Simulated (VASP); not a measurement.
## Hf$_{3}$TiN$_{4}$ (ordered alloy cell): computed properties

These are PBEsol GGA, VASP's PBE PAW potentials (set 64) (plane waves; VASP) values and carry that method's errors.

```json
{
 "space_group": "R-3m (166)",
 "cell": "a = b = 3.140 Å, c = 30.498 Å, α = β = 90.00°, γ = 120.00°",
 "volume_per_atom": "10.85 Å^3/atom",
 "band gap (over mesh and band path)": "none (metal, semimetal or under 0.01 eV)",
 "density": "12.23 g/cm³"
}
```

```
CELL_PARAMETERS angstrom
      0.00000     2.22057     2.22057
      2.22057     0.00000     2.22057
      8.83007     8.83007     0.05219
ATOMIC_POSITIONS crystal
  Ti 0.00000 0.00000 0.00000
  N  0.51021 0.51021 0.11734
  N  0.50565 0.50565 0.37076
  N  0.49435 0.49435 0.62924
  N  0.48979 0.48979 0.88266
  Hf 0.01120 0.01120 0.24160
  Hf 0.00000 0.00000 0.50000
  Hf 0.98880 0.98880 0.75840
```

Unless said otherwise, spin-orbit coupling is left out, though it shifts the bands of the heavy elements here.

The structure was generated: Hf3TiN4 was put into an ordered model structure (R-3m), which need not be its known phase. It was relaxed first. Symmetry was kept, so distortions that lower it aren't found.
